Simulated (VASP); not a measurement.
Level of theory: r2SCAN meta-GGA, VASP's PBE PAW potentials (set 64) (plane waves; VASP). For the first row: Settings: 400 eV cut-off, 7×7×7 Γ-centred mesh, tetrahedra with Blöchl corrections, potentials Si Mo_sv.

| system | energy (eV/atom) |
|---|---|
| Mo3Si (A15) | -22.0791 |
| Si (diamond) | -8.7749 |
| Mo (bcc) | -26.0787 |

The references are the elements' solids at the same level; no temperature or zero-point terms are added.

**Question.** What is the formation energy per atom of Mo$_{3}$Si?

**Answer.** The references average (2×(-8.7749) + 6×(-26.0787))/8 = -21.7528 eV, so the formation energy is -22.0791 − (-21.7528) = -0.326 eV/atom. Measured: -0.324 eV/atom at 298 K (as given by CRC Handbook of Chemistry and Physics, Standard Thermodynamic Properties of Chemical Substances).
